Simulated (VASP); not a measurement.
Calculation: PBE GGA, VASP's PBE PAW potentials (set 64) (plane waves; VASP).

A VASP calculation is set up with these files.

POSCAR:
```
BeIn31P32
1
   11.9995217336     0.0000000000     0.0000000000
    0.0000000000    11.9995217336    -0.0000000000
   -0.0000000000    -0.0000000000    11.9995217336
In P Be
31 32 1
Direct
  0.5000000000   0.0000000000   0.0000000000
  0.7500000000   0.2500000000   0.0000000000
  0.7500000000   0.0000000000   0.2500000000
  0.0000000000   0.0000000000   0.0000000000
  0.2500000000   0.2500000000   0.0000000000
  0.5000000000   0.5000000000   0.0000000000
  0.7500000000   0.7500000000   0.0000000000
  0.2500000000   0.0000000000   0.2500000000
  0.5000000000   0.2500000000   0.2500000000
  0.7500000000   0.5000000000   0.2500000000
  0.5000000000   0.0000000000   0.5000000000
  0.7500000000   0.2500000000   0.5000000000
  0.7500000000   0.0000000000   0.7500000000
  0.0000000000   0.5000000000   0.0000000000
  0.2500000000   0.7500000000   0.0000000000
  0.0000000000   0.2500000000   0.2500000000
  0.2500000000   0.5000000000   0.2500000000
  0.5000000000   0.7500000000   0.2500000000
  0.0000000000   0.0000000000   0.5000000000
  0.2500000000   0.2500000000   0.5000000000
  0.7500000000   0.7500000000   0.5000000000
  0.2500000000   0.0000000000   0.7500000000
  0.5000000000   0.2500000000   0.7500000000
  0.7500000000   0.5000000000   0.7500000000
  0.0000000000   0.7500000000   0.2500000000
  0.0000000000   0.5000000000   0.5000000000
  0.2500000000   0.7500000000   0.5000000000
  0.0000000000   0.2500000000   0.7500000000
  0.2500000000   0.5000000000   0.7500000000
  0.5000000000   0.7500000000   0.7500000000
  0.0000000000   0.7500000000   0.7500000000
  0.6250000000   0.1250000000   0.1250000000
  0.8750000000   0.3750000000   0.1250000000
  0.8750000000   0.1250000000   0.3750000000
  0.1250000000   0.1250000000   0.1250000000
  0.3750000000   0.3750000000   0.1250000000
  0.6250000000   0.6250000000   0.1250000000
  0.8750000000   0.8750000000   0.1250000000
  0.3750000000   0.1250000000   0.3750000000
  0.6253970000   0.3789800000   0.3783840000
  0.8750000000   0.6250000000   0.3750000000
  0.6250000000   0.1250000000   0.6250000000
  0.8750000000   0.3750000000   0.6250000000
  0.8750000000   0.1250000000   0.8750000000
  0.1250000000   0.6250000000   0.1250000000
  0.3750000000   0.8750000000   0.1250000000
  0.1250000000   0.3750000000   0.3750000000
  0.3759010000   0.6266260000   0.3753440000
  0.6250000000   0.8750000000   0.3750000000
  0.1250000000   0.1250000000   0.6250000000
  0.3760340000   0.3789900000   0.6264110000
  0.6229730000   0.6215120000   0.6264810000
  0.8750000000   0.8750000000   0.6250000000
  0.3750000000   0.1250000000   0.8750000000
  0.6250000000   0.3750000000   0.8750000000
  0.8750000000   0.6250000000   0.8750000000
  0.1250000000   0.8750000000   0.3750000000
  0.1250000000   0.6250000000   0.6250000000
  0.3750000000   0.8750000000   0.6250000000
  0.1250000000   0.3750000000   0.8750000000
  0.3750000000   0.6250000000   0.8750000000
  0.6250000000   0.8750000000   0.8750000000
  0.1250000000   0.8750000000   0.8750000000
  0.4995470000   0.4976530000   0.5032850000
```

**INCAR**
```
SYSTEM = BeIn31P32
PREC = Normal
ENCUT = 400
EDIFF = 1E-5
NELM = 100
ALGO = Fast
LREAL = Auto
LASPH = .TRUE.
ISMEAR = 0
SIGMA = 0.05
GGA = PE
LMAXMIX = 4
LWAVE = .TRUE.
LCHARG = .FALSE.
NELMIN = 4
ISYM = 0
NELECT = 254.0
IBRION = 2
ISIF = 2
NSW = 60
EDIFFG = -0.03
```

KPOINTS:
```
Automatic mesh
0
Gamma
1 1 1
0 0 0
```

POTCAR, in this order: In P Be (PBE.64 set). Program: vasp_gam.

**Question.** What will the output report for the number of irreducible k-points (NKPTS), largest plane-wave count, FFT grid (NGX, NGY, NGZ)?

**Answer.** 
| Item | Result |
|---|---|
| number of irreducible k-points (NKPTS) | 1 |
| largest plane-wave count | 15720 |
| FFT grid (NGX, NGY, NGZ) | 60 × 60 × 60 |

The cell is a supercell with a defect, built from InP (zinc blende): Be_In, charge +1. The run is not spin-polarised, so no state with unpaired spins was tried.
